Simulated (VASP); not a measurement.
OSZICAR of a VASP run on La (dhcp):

File OSZICAR:
```
       N       E                     dE             d eps       ncg     rms          rms(c)
DAV:   1     0.567076845692E+03    0.56708E+03   -0.14987E+04  1464   0.235E+03
DAV:   2     0.114084447942E+03   -0.45299E+03   -0.44749E+03  2200   0.455E+02
DAV:   3    -0.327308122343E+01   -0.11736E+03   -0.11653E+03  2664   0.282E+02
DAV:   4    -0.172959046834E+02   -0.14023E+02   -0.13838E+02  2688   0.982E+01
DAV:   5    -0.192477966610E+02   -0.19519E+01   -0.19057E+01  2880   0.329E+01    0.524E+00
DAV:   6    -0.194566364629E+02   -0.20884E+00   -0.25598E+00  2824   0.114E+01    0.266E+00
DAV:   7    -0.194835045544E+02   -0.26868E-01   -0.39542E-01  2760   0.449E+00    0.656E-01
DAV:   8    -0.194939108018E+02   -0.10406E-01   -0.58114E-02  2848   0.164E+00    0.218E-01
DAV:   9    -0.194972665695E+02   -0.33558E-02   -0.13437E-02  2640   0.765E-01    0.110E-01
DAV:  10    -0.194973669486E+02   -0.10038E-03   -0.14793E-03  2768   0.281E-01    0.329E-02
DAV:  11    -0.194973727652E+02   -0.58166E-05   -0.24080E-04  2880   0.714E-02    0.231E-02
DAV:  12    -0.194973766311E+02   -0.38659E-05   -0.69266E-05  2408   0.582E-02    0.780E-03
DAV:  13    -0.194973750614E+02    0.15697E-05   -0.12011E-05  2656   0.210E-02    0.139E-03
DAV:  14    -0.194973736460E+02    0.14154E-05   -0.20017E-06  1584   0.570E-03    0.557E-04
DAV:  15    -0.194973731590E+02    0.48705E-06   -0.41715E-07  1520   0.424E-03    0.549E-04
DAV:  16    -0.194973733393E+02   -0.18034E-06   -0.77604E-08  1424   0.248E-03    0.963E-05
DAV:  17    -0.194973732811E+02    0.58217E-07   -0.14952E-08  1280   0.243E-03
   1 F= -.20721572E+02 E0= -.20721068E+02  d E =-.207216E+02
       N       E                     dE             d eps       ncg     rms          rms(c)
DAV:   1    -0.194975964273E+02   -0.22309E-03   -0.17442E-02  2168   0.241E+00    0.634E-02
DAV:   2    -0.194974702188E+02    0.12621E-03   -0.55961E-04  2524   0.280E-01    0.347E-02
DAV:   3    -0.194974201537E+02    0.50065E-04   -0.28099E-04  2592   0.174E-01    0.912E-03
DAV:   4    -0.194974203749E+02   -0.22115E-06   -0.16329E-05  2512   0.379E-02    0.573E-03
DAV:   5    -0.194974202952E+02    0.79686E-07   -0.96608E-07  1936   0.984E-03
   2 F= -.20721619E+02 E0= -.20721110E+02  d E =-.470325E-04
```

Problem. Which electronic solver shows in the log?

Solution. It is blocked Davidson (ALGO = Normal, or the opening steps of other solvers). The INCAR had ALGO = Normal.

Problem. Can the final energy be trusted as converged?

Solution. Self-consistency was reached. It stopped with EDIFF = 1E-7, NELM = 100, NSW = 30 and EDIFFG = -0.01 after 2 ionic steps (PBE GGA with D4 dispersion, plane waves, VASP's PBE PAW potentials (set 64)).

The compound is La in the dhcp structure. This run relaxes it. Symmetry was kept, so distortions that lower it aren't found.
